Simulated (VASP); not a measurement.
Output of a VASP run:

OUTCAR:
```
 ion  position               nearest neighbor table
   1  0.000  0.000  0.000-   2 2.67   2 2.67   2 2.67   2 2.67
   2  0.250  0.250  0.250-   1 2.67   1 2.67   1 2.67   1 2.67
  LATTYP: Found a face centered cubic cell.
 ALAT       =     6.1710000000
 Subroutine PRICEL returns:
 Original cell was already a primitive cell.
 Subroutine GETGRP returns: Found 24 space group operations
The static configuration has the point symmetry T_d .
The dynamic configuration has the point symmetry T_d .
 Subroutine INISYM returns: Found 24 space group operations
 Subroutine IBZKPT returns following result:
 Found     20 irreducible k-points:

 Following reciprocal coordinates:
            Coordinates               Weight
  0.000000  0.000000  0.000000      1.000000
  0.142857  0.000000  0.000000      8.000000
  0.285714  0.000000  0.000000      8.000000
  0.428571  0.000000  0.000000      8.000000
  0.142857  0.142857  0.000000      6.000000
  0.285714  0.142857  0.000000     24.000000
  0.428571  0.142857  0.000000     24.000000
 -0.428571  0.142857  0.000000     24.000000
 -0.285714  0.142857  0.000000     24.000000
 -0.142857  0.142857  0.000000     12.000000
  0.285714  0.285714  0.000000      6.000000
  0.428571  0.285714  0.000000     24.000000
 -0.428571  0.285714  0.000000     24.000000
 -0.285714  0.285714  0.000000     12.000000
  0.428571  0.428571  0.000000      6.000000
 -0.428571  0.428571  0.000000     12.000000
  0.428571  0.285714  0.142857     24.000000
 -0.428571  0.285714  0.142857     48.000000
 -0.428571  0.428571  0.142857     24.000000
 -0.285714  0.428571  0.142857     24.000000
   k-points           NKPTS =     20   k-points in BZ     NKDIM =     20   number of bands    NBANDS=     13
   number of dos      NEDOS =    301   number of ions     NIONS =      2
   total plane-waves  NPLWV =  64000
   dimension x,y,z NGX =    40 NGY =   40 NGZ =   40
   dimension x,y,z NGXF=    80 NGYF=   80 NGZF=   80
   ions per type =               1   1
   PREC   = accura    normal or accurate (medium, high low for compatibility)
   ISTART =      0    job   : 0-new  1-cont  2-samecut
   ICHARG =      2    charge: 1-file 2-atom 10-const
   ISPIN  =      1    spin polarized calculation?
   LNONCOLLINEAR =      F non collinear calculations
   LSORBIT =      F    spin-orbit coupling
   INIWAV =      1    electr: 0-lowe 1-rand  2-diag
   ENCUT  =  800.0 eV  58.80 Ry    7.67 a.u.  10.06 10.06 10.06*2*pi/ulx,y,z
   NELM   =    100;   NELMIN=  2; NELMDL= -5     # of ELM steps
   EDIFF  = 0.1E-05   stopping-criterion for ELM
   LREAL  =      F    real-space projection
   NLSPLINE    = F    spline interpolate recip. space projectors
   LMAXMIX     =    4 max onsite mixed and CHGCAR
   VOSKOWN=      0    Vosko Wilk Nusair interpolation
   EDIFFG = 0.1E-04   stopping-criterion for IOM
   NSW    =      0    number of steps for IOM
   NBLOCK =      1;   KBLOCK =      1    inner block; outer block
   IBRION =     -1    ionic relax: 0-MD 1-quasi-New 2-CG
   NFREE  =      0    steps in history (QN), initial steepest desc. (CG)
   ISIF   =      2    stress and relaxation
   ISYM   =      2    0-nonsym 1-usesym 2-fastsym
   TEIN   =    0.0    initial temperature
   TEBEG  =    0.0;   TEEND  =   0.0 temperature during run
   SMASS  =  -3.00    Nose mass-parameter (am)
   PSTRESS=    0.0 pullay stress
   NELECT =      18.0000    total number of electrons
   EFERMI =   0.00;   METHOD = LEGACY
   ISMEAR =     0;   SIGMA  =   0.05  broadening in eV -4-tet -1-fermi 0-gaus
   IALGO  =     38    algorithm
   LDIAG  =      T    sub-space diagonalisation (order eigenvalues)
   IMIX   =      4    mixing-type and parameters
     AMIX     =   0.40;   BMIX     =  1.00
     AMIX_MAG =   1.60;   BMIX_MAG =  1.00
     AMIN     =   0.10
   GGA     = PE    functional components
   VOSKOWN =     0    Vosko Wilk Nusair interpolation
   LHFCALC =     F    Hartree Fock is set to
   LHFONE  =     F    Hartree Fock one center treatment
...
```

OSZICAR:
```
       N       E                     dE             d eps       ncg     rms          rms(c)
DAV:   1     0.125473248509E+03    0.12547E+03   -0.10150E+04   520   0.202E+03
DAV:   2     0.563764178219E+01   -0.11984E+03   -0.11279E+03   525   0.310E+02
DAV:   3    -0.534303110742E+01   -0.10981E+02   -0.10804E+02   739   0.104E+02
DAV:   4    -0.572150536628E+01   -0.37847E+00   -0.37808E+00   574   0.159E+01
DAV:   5    -0.573757621311E+01   -0.16071E-01   -0.16070E-01   770   0.386E+00    0.481E+00
DAV:   6    -0.566812725608E+01    0.69449E-01   -0.30551E+00   572   0.497E+01    0.310E+00
DAV:   7    -0.554928792051E+01    0.11884E+00   -0.67864E-01   575   0.294E+01    0.156E+00
DAV:   8    -0.555215570040E+01   -0.28678E-02   -0.44517E-02   764   0.346E+00    0.450E-01
DAV:   9    -0.554960626615E+01    0.25494E-02   -0.12204E-02   665   0.348E+00    0.155E-01
DAV:  10    -0.554978722120E+01   -0.18096E-03   -0.73942E-04   615   0.196E-01    0.422E-02
DAV:  11    -0.554979156378E+01   -0.43426E-05   -0.30576E-04   661   0.542E-01    0.377E-02
DAV:  12    -0.554978697087E+01    0.45929E-05   -0.19903E-05   815   0.108E-01    0.266E-02
DAV:  13    -0.554978490164E+01    0.20692E-05   -0.14614E-05   764   0.116E-01    0.561E-03
DAV:  14    -0.554978562267E+01   -0.72103E-06   -0.28687E-06   602   0.221E-02
   1 F= -.55497856E+01 E0= -.55497856E+01  d E =-.177868E-10
```

### OUTCAR
```
------------------------ aborting loop because EDIFF is reached ----------------------------------------
  FORCE on cell =-STRESS in cart. coord.  units (eV):
  Direction    XX          YY          ZZ          XY          YZ          ZX
  --------------------------------------------------------------------------------------
  Total       -0.5644053     -0.5644053     -0.5644053      0.0000000      0.0000000      0.0000000
  in kB      -15.3919977    -15.3919977    -15.3919977      0.0000000      0.0000000      0.0000000
  external PRESSURE =     -15.3919977 kB  Pullay stress =       0.0000000 kB
  volume of cell :       58.75
      direct lattice vectors                 reciprocal lattice vectors
     0.000000000  3.085500000  3.085500000    -0.162048290  0.162048290  0.162048290
     3.085500000  0.000000000  3.085500000     0.162048290 -0.162048290  0.162048290
     3.085500000  3.085500000  0.000000000     0.162048290  0.162048290 -0.162048290
  FREE ENERGIE OF THE ION-ELECTRON SYSTEM (eV)
  ---------------------------------------------------
  free  energy   TOTEN  =        -5.5497856227 eV

  energy  without entropy=       -5.5497856227  energy(sigma->0) =       -5.54978562
```
(Selected blocks of OUTCAR.)

POSCAR:
```
CuI
1
    0.0000000000     3.0855000000     3.0855000000
    3.0855000000     0.0000000000     3.0855000000
    3.0855000000     3.0855000000     0.0000000000
Cu I
1 1
Direct
  0.0000000000   0.0000000000   0.0000000000
  0.2500000000   0.2500000000   0.2500000000
```

Question: Write an INCAR and KPOINTS that could have produced this output.

Answer: One answer among several that fit: the input of the run itself, PBE GGA, plane waves, VASP's PBE PAW potentials (set 64).

### KPOINTS
```
Automatic
0
G
7 7 7
0 0 0
```

INCAR:
```
# general
SYSTEM   =  CuI
PREC     =  Accurate
ENCUT    =  800
LREAL    =  F
LASPH    =  T

# electronic loop
EDIFF    =  1E-6
NELM     =  100
ALGO     =  Normal
LMAXMIX  =  4

# smearing
ISMEAR   =  0
SIGMA    =  0.05

# functional
GGA      =  PE

# ions
ISIF     =  2

# output
LWAVE    =  F
LCHARG   =  F
```

POTCAR, in this order: Cu I (PBE.64 set). Program: vasp_std.

The compound is CuI in the zinc blende structure. The cell was not relaxed at this level. The run is one of a series of settings (ENCUT = 800 against the base run), some of them coarse on purpose.
